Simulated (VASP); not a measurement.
These are MS2 meta-GGA, VASP's PBE PAW potentials (set 64) (plane waves; VASP) values and carry that method's errors.

A VASP calculation is set up with these files.

POSCAR:
```
ZnS
1
    0.0000000000     2.6405959623     2.6405959623
    2.6405959623     0.0000000000     2.6405959623
    2.6405959623     2.6405959623     0.0000000000
Zn S
1 1
Direct
  1.0000000000   0.0000000000   0.0000000000
  0.2500000000   0.2500000000   0.2500000000
```

**INCAR**
```
ALGO  =  Normal   ! blocked Davidson
LMIXTAU  =  T
ISMEAR  =  0
SIGMA  =  0.05   ! width (eV)
SYSTEM  =  ZnS
ISIF  =  2
ENCUT  =  520
LASPH  =  T   ! aspherical one-centre terms
LREAL  =  F
LCHARG  =  F
EDIFF  =  1E-7
LWAVE  =  F
PREC  =  Accurate
METAGGA  =  MS2
NELM  =  100   ! most electronic steps
LMAXMIX  =  4   ! l cut-off of mixed one-centre charges
```

**KPOINTS**
```
kpoints
0
G
 9 9 9
0 0 0
```

POTCAR, in this order: Zn S (PBE.64 set). Program: vasp_std.

What VASP printed:

### OSZICAR
```
       N       E                     dE             d eps       ncg     rms          rms(c)
DAV:   1     0.685900477062E+02    0.68590E+02   -0.87227E+03   910   0.157E+03
DAV:   2    -0.174393360691E+02   -0.86029E+02   -0.81586E+02   945   0.267E+02
DAV:   3    -0.232270545256E+02   -0.57877E+01   -0.57552E+01  1130   0.725E+01
DAV:   4    -0.232960868292E+02   -0.69032E-01   -0.69005E-01   975   0.828E+00
DAV:   5    -0.232969599264E+02   -0.87310E-03   -0.87307E-03  1145   0.975E-01    0.103E+01
DAV:   6    -0.124023733548E+02    0.10895E+02   -0.91844E+00   930   0.106E+02    0.749E+00
DAV:   7    -0.129642742612E+02   -0.56190E+00   -0.20889E+00   910   0.292E+01    0.459E+00
DAV:   8    -0.129714484560E+02   -0.71742E-02   -0.43986E-01   910   0.184E+01    0.166E+00
DAV:   9    -0.132500901985E+02   -0.27864E+00   -0.35757E-01   910   0.108E+01    0.261E-01
DAV:  10    -0.129917925399E+02    0.25830E+00   -0.26186E-01   910   0.554E+00    0.283E-01
DAV:  11    -0.129935929756E+02   -0.18004E-02   -0.98328E-03  1000   0.113E+00    0.185E-01
DAV:  12    -0.129941003965E+02   -0.50742E-03   -0.30379E-04  1035   0.197E-01    0.154E-01
DAV:  13    -0.129948086956E+02   -0.70830E-03   -0.15415E-03   982   0.723E-01    0.958E-02
DAV:  14    -0.129950785640E+02   -0.26987E-03   -0.32959E-04   910   0.292E-01    0.109E-01
DAV:  15    -0.129951789714E+02   -0.10041E-03   -0.47701E-05   960   0.124E-01    0.578E-02
DAV:  16    -0.129952257045E+02   -0.46733E-04   -0.24851E-05   910   0.653E-02    0.196E-02
DAV:  17    -0.129952274434E+02   -0.17390E-05   -0.95742E-06   970   0.348E-02    0.182E-02
DAV:  18    -0.129952355782E+02   -0.81348E-05   -0.13123E-05   910   0.517E-02    0.117E-02
DAV:  19    -0.129952316340E+02    0.39442E-05   -0.10045E-05   915   0.675E-02    0.162E-02
DAV:  20    -0.129952335573E+02   -0.19233E-05   -0.20083E-06   920   0.203E-02    0.281E-03
DAV:  21    -0.129952336817E+02   -0.12435E-06   -0.53305E-07  1030   0.117E-02    0.168E-03
DAV:  22    -0.129952327903E+02    0.89143E-06   -0.59327E-08   630   0.335E-03    0.799E-04
DAV:  23    -0.129952327944E+02   -0.41134E-08   -0.61580E-08   630   0.370E-03
   1 F= -.12995233E+02 E0= -.12995233E+02  d E =-.253346E-12
```

OUTCAR:
```
------------------------ aborting loop because EDIFF is reached ----------------------------------------
  FORCE on cell =-STRESS in cart. coord.  units (eV):
  Direction    XX          YY          ZZ          XY          YZ          ZX
  --------------------------------------------------------------------------------------
  Total        1.1379214      1.1379214      1.1379214      0.0000000      0.0000000     -0.0000000
  in kB       49.5093229     49.5093229     49.5093229      0.0000000      0.0000000     -0.0000000
  external PRESSURE =      49.5093229 kB  Pullay stress =       0.0000000 kB
  volume of cell :       36.82
      direct lattice vectors                 reciprocal lattice vectors
     0.000000000  2.640595962  2.640595962    -0.189351195  0.189351195  0.189351195
     2.640595962  0.000000000  2.640595962     0.189351195 -0.189351195  0.189351195
     2.640595962  2.640595962  0.000000000     0.189351195  0.189351195 -0.189351195
  FREE ENERGIE OF THE ION-ELECTRON SYSTEM (eV)
  ---------------------------------------------------
  free  energy   TOTEN  =       -12.9952327944 eV

  energy  without entropy=      -12.9952327944  energy(sigma->0) =      -12.99523279
```
(Selected blocks of OUTCAR.)

The compound is ZnS in the zinc blende structure. This cell is one point of a volume scan, at 0.94 of the reference volume.
